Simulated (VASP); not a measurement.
Consider the following.

```yaml
crystal:
  lattice:
    - [0.00000, 3.60570, 3.60570]
    - [3.60570, 0.00000, 3.60570]
    - [3.60570, 3.60570, 0.00000]
  atoms:
    - { symbol: K, position: [0.00000, 0.00000, 0.00000] }
    - { symbol: I, position: [0.50000, 0.50000, 0.50000] }
```

Method: PBE GGA, VASP's PBE PAW potentials (set 64) (plane waves; VASP). Numerical set-up: 400 eV cut-off, 6×6×6 Γ-centred mesh, first-order Methfessel-Paxton smearing of 0.50 eV, potentials K_sv I.

Unless said otherwise, spin-orbit coupling is left out, though it shifts the bands of the heavy elements here.

### Question
Estimate the energy per atom (σ→0), band gap (on the k-mesh) with the smallest direct gap where there is one.

### Answer

The band gap (on the k-mesh) is 3.83 eV and the smallest direct gap (on the k-mesh) is 3.83 eV. The energy per atom (σ→0) is -2771 meV/atom.

The compound is KI in the rock salt structure. The cell was not relaxed at this level. The run is one of a series of settings (ISMEAR = 1, SIGMA = 0.5 against the base run), some of them coarse on purpose.
